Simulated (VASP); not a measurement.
Consider the following.

Space group Fm-3m (No. 225); a = 4.1412 Å, b = 4.1412 Å, c = 4.1412 Å, α = 90.00°, β = 90.00°, γ = 90.00°

| atom | site | symmetry | x | y | z |
|---|---|---|---|---|---|
| Ag | 4a | m-3m | 0.0000 | 0.0000 | 0.0000 |
(The calculation used a cell of 1 atom; values per cell refer to that cell.)

Method: PBE GGA, VASP's PBE PAW potentials (set 64) (plane waves; VASP 6.6.1). Run with 480 eV cut-off, 14×14×14 Γ-centred mesh, first-order Methfessel-Paxton smearing of 0.10 eV, potentials Ag.

Each relaxation starts from this cell; other phases were not tried.

The cell is relaxed at 15 GPa. What happens?

The volume per atom goes from 17.75 to 15.84 Å³ (-10.8 %), and the cell becomes a = b = c = 3.987 Å, α = β = γ = 90.00°, space group Fm-3m.

The cell is relaxed at 20 GPa. What happens?

The volume per atom goes from 17.75 to 15.42 Å³ (-13.2 %), and the cell becomes a = 3.9509 Å, b = 3.9509 Å, c = 3.9509 Å, α = 90.00°, β = 90.00°, γ = 90.00°, space group Fm-3m.

Failed runs are left out, and for metals the shear rows, which the mesh's noise covers.

The compound is Ag in the fcc structure.
